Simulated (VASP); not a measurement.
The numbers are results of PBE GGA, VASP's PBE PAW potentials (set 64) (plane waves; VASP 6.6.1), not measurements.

VASP ran on this input.

File POSCAR:
```
Ni
1
   -0.0000000000     1.7321837887     1.7321837887
    1.7321837887     0.0000000000     1.7321837887
    1.7321837887     1.7321837887    -0.0000000000
Ni
1
Direct
  0.0000000000   0.0000000000   0.0000000000
```

KPOINTS:
```
K-points
0
G
18 18 18
0 0 0
```

INCAR:
```
# general
SYSTEM  = Ni
PREC    = Accurate
ENCUT   = 500
LREAL   = .False.
LASPH   = .True.

# electronic loop
EDIFF   = 1E-6
NELM    = 100
ALGO    = Normal
LMAXMIX = 4

# smearing
ISMEAR  = 1
SIGMA   = 0.1

# functional
GGA     = PE

# spin
ISPIN   = 2
MAGMOM  = 0.6

# ions
IBRION  = 2
NSW     = 40
ISIF    = 3
EDIFFG  = -0.02
PSTRESS = 100

# output
LWAVE   = .False.
LCHARG  = .False.
LORBIT  = 10
```

POTCAR, in this order: Ni (PBE.64 set). Program: vasp_std.

The resulting files:

**OUTCAR**
```
 ion  position               nearest neighbor table
   1  0.000  0.000  0.000-
  LATTYP: Found a face centered cubic cell.
 ALAT       =     3.4643675774
 Subroutine PRICEL returns:
 Original cell was already a primitive cell.
 Subroutine GETGRP returns: Found 48 space group operations
The static configuration has the point symmetry O_h .
The dynamic configuration has the point symmetry O_h .
The overall configuration has the point symmetry O_h .
 Subroutine INISYM returns: Found 48 space group operations
 Subroutine IBZKPT returns following result:
 Found    195 irreducible k-points:

 Following reciprocal coordinates:
            Coordinates               Weight
  0.000000  0.000000  0.000000      1.000000
  0.055556  0.000000  0.000000      8.000000
  0.111111  0.000000  0.000000      8.000000
  0.166667  0.000000  0.000000      8.000000
  0.222222  0.000000  0.000000      8.000000
  0.277778  0.000000  0.000000      8.000000
  0.333333  0.000000  0.000000      8.000000
  0.388889  0.000000  0.000000      8.000000
  0.444444  0.000000  0.000000      8.000000
...
```

File OSZICAR:
```
       N       E                     dE             d eps       ncg     rms          rms(c)
DAV:   1     0.213700593319E+02    0.21370E+02   -0.47026E+03  7228   0.140E+03
DAV:   2    -0.609937350199E+01   -0.27469E+02   -0.26465E+02  7106   0.163E+02
DAV:   3    -0.647533110240E+01   -0.37596E+00   -0.37561E+00  8228   0.256E+01
DAV:   4    -0.647876740755E+01   -0.34363E-02   -0.34359E-02  8052   0.210E+00
DAV:   5    -0.647885135656E+01   -0.83949E-04   -0.83947E-04  8079   0.278E-01    0.104E+01
DAV:   6    -0.575273549235E+01    0.72612E+00   -0.15660E+01  7366   0.652E+01    0.558E+00
DAV:   7    -0.547756781962E+01    0.27517E+00   -0.24061E+00  7409   0.242E+01    0.209E+00
DAV:   8    -0.546007684567E+01    0.17491E-01   -0.23833E-02  9894   0.185E+00    0.968E-01
DAV:   9    -0.545792397631E+01    0.21529E-02   -0.15004E-03 10400   0.385E-01    0.255E-01
DAV:  10    -0.545746009066E+01    0.46389E-03   -0.53431E-04  9049   0.189E-01    0.346E-02
DAV:  11    -0.545746497581E+01   -0.48852E-05   -0.14764E-05  9046   0.480E-02    0.315E-02
DAV:  12    -0.545746589742E+01   -0.92161E-06   -0.11277E-06  3985   0.127E-02
   1 F= -.48086801E+01 E0= -.48088085E+01  d E =-.480868E+01  mag=     0.6115
```

OUTCAR:
```
------------------------ aborting loop because EDIFF is reached ----------------------------------------
  FORCE on cell =-STRESS in cart. coord.  units (eV):
  Direction    XX          YY          ZZ          XY          YZ          ZX
  --------------------------------------------------------------------------------------
  Total        0.6482216      0.6482216      0.6482216     -0.0000000      0.0000000      0.0000000
  in kB       99.9130451     99.9130451     99.9130451     -0.0000000      0.0000000      0.0000000
  external PRESSURE =      -0.0869549 kB  Pullay stress =     100.0000000 kB
  volume of cell :       10.39
      direct lattice vectors                 reciprocal lattice vectors
     0.000000000  1.732183789  1.732183789    -0.288652973  0.288652973  0.288652973
     1.732183789  0.000000000  1.732183789     0.288652973 -0.288652973  0.288652973
     1.732183789  1.732183789  0.000000000     0.288652973  0.288652973 -0.288652973
 POSITION                                       TOTAL-FORCE (eV/Angst)
 -----------------------------------------------------------------------------------
      0.00000      0.00000      0.00000         0.000000      0.000000      0.000000
 -----------------------------------------------------------------------------------
    total drift:                                0.000000     -0.000000     -0.000000
  FREE ENERGIE OF THE ION-ELECTRON SYSTEM (eV)
  ---------------------------------------------------
  free  energy   TOTEN  =        -5.4574658974 eV

  energy  without entropy=       -5.4578510752  energy(sigma->0) =       -5.45759429
  enthalpy is  TOTEN    =        -4.8086801173 eV   P V=        0.6487857801

 total charge

# of ion       s       p       d       tot
------------------------------------------
    1        0.518   0.540   8.337   9.395

 magnetization (x)

# of ion       s       p       d       tot
------------------------------------------
    1       -0.007  -0.025   0.650   0.619

 reached required accuracy - stopping structural energy minimisation
```
(Selected blocks of OUTCAR.)

The compound is Ni in the fcc structure. It was relaxed first under an external pressure of 10 GPa.
